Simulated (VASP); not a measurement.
Output of a VASP run:

File OSZICAR:
```
       N       E                     dE             d eps       ncg     rms          rms(c)
DAV:   1     0.862017939796E+02    0.86202E+02   -0.11060E+04 13032   0.200E+03
DAV:   2     0.703937579376E+00   -0.85498E+02   -0.84384E+02 13112   0.276E+02
DAV:   3    -0.160321210000E+01   -0.23071E+01   -0.23037E+01 16184   0.562E+01
DAV:   4    -0.160920495426E+01   -0.59929E-02   -0.59925E-02 14808   0.291E+00
DAV:   5    -0.160921441412E+01   -0.94599E-05   -0.94594E-05 15976   0.943E-02    0.395E+00
DAV:   6    -0.146244538783E+01    0.14677E+00   -0.75438E-01 13112   0.192E+01    0.301E+00
DAV:   7    -0.145871226721E+01    0.37331E-02   -0.21603E-02 15432   0.264E+00    0.152E+00
DAV:   8    -0.145677512698E+01    0.19371E-02   -0.19844E-03 15232   0.781E-01    0.494E-02
DAV:   9    -0.145682193133E+01   -0.46804E-04   -0.31846E-04 17328   0.259E-01    0.294E-02
DAV:  10    -0.145682328651E+01   -0.13552E-05   -0.29229E-05 14280   0.869E-02    0.359E-03
DAV:  11    -0.145682293586E+01    0.35065E-06   -0.29763E-07  9384   0.814E-03
   1 F= -.14568229E+01 E0= -.14566287E+01  d E =-.582595E-03
```

**OUTCAR**
```
------------------------ aborting loop because EDIFF is reached ----------------------------------------
  FORCE on cell =-STRESS in cart. coord.  units (eV):
  Direction    XX          YY          ZZ          XY          YZ          ZX
  --------------------------------------------------------------------------------------
  Total        0.6276617      0.6387265      0.1601527     -0.0370482      0.0000000      0.0000000
  in kB       32.7137287     33.2904231      8.3471567     -1.9309539      0.0000000      0.0000000
  external PRESSURE =      24.7837695 kB  Pullay stress =       0.0000000 kB
  volume of cell :       30.74
      direct lattice vectors                 reciprocal lattice vectors
     1.318638000 -2.304600000  0.000000000     0.379179123 -0.216957390  0.000000000
     1.318638000  2.304600000  0.000000000     0.379179123  0.216957390  0.000000000
     0.000000000  0.000000000  5.057723000     0.000000000  0.000000000  0.197717431
 POSITION                                       TOTAL-FORCE (eV/Angst)
 -----------------------------------------------------------------------------------
      1.31864      0.76820      1.26443         0.030190     -0.005805     -0.000000
      1.38188     -0.76820      3.79329        -0.030190      0.005805      0.000000
 -----------------------------------------------------------------------------------
    total drift:                               -0.000310     -0.000000     -0.000002
  FREE ENERGIE OF THE ION-ELECTRON SYSTEM (eV)
  ---------------------------------------------------
  free  energy   TOTEN  =        -1.4568229359 eV

  energy  without entropy=       -1.4562403412  energy(sigma->0) =       -1.45662874
```
(Selected blocks of OUTCAR.)

File POSCAR:
```
Zn
1
    1.3186380000    -2.3046000000     0.0000000000
    1.3186380000     2.3046000000     0.0000000000
    0.0000000000     0.0000000000     5.0577230000
Zn
2
Direct
  0.3333330000   0.6666670000   0.2500000000
  0.6906460000   0.3573120000   0.7500000000
```

Task: Write an INCAR and KPOINTS that could have produced this output.

Result: This is not unique; one that fits is the input of the run itself, RPBE GGA, plane waves, VASP's PBE PAW potentials (set 64).

### KPOINTS
```
Automatic mesh
0
Gamma
14 14 7
0 0 0
```

**INCAR**
```
PREC=Accurate
ISIF=2   # forces and stress, cell fixed
LASPH=.TRUE.
ALGO=Normal   # blocked Davidson
LWAVE=.FALSE.
EDIFF=1E-6   # SCF stop (eV)
ISMEAR=1   # Methfessel-Paxton
ENCUT=400   # plane-wave cut-off (eV)
SIGMA=0.1
LMAXMIX=4   # l cut-off of mixed one-centre charges
SYSTEM=Zn
GGA=RP   # RPBE
LREAL=.FALSE.   # projection in real space or not
LCHARG=.FALSE.
NELM=100
```

POTCAR, in this order: Zn (PBE.64 set). Program: vasp_std.

The compound is Zn in the hcp structure. The cell was not relaxed at this level, atoms are displaced from their ideal sites. The run is one of a series of settings (GGA = RP against the base run), some of them coarse on purpose.
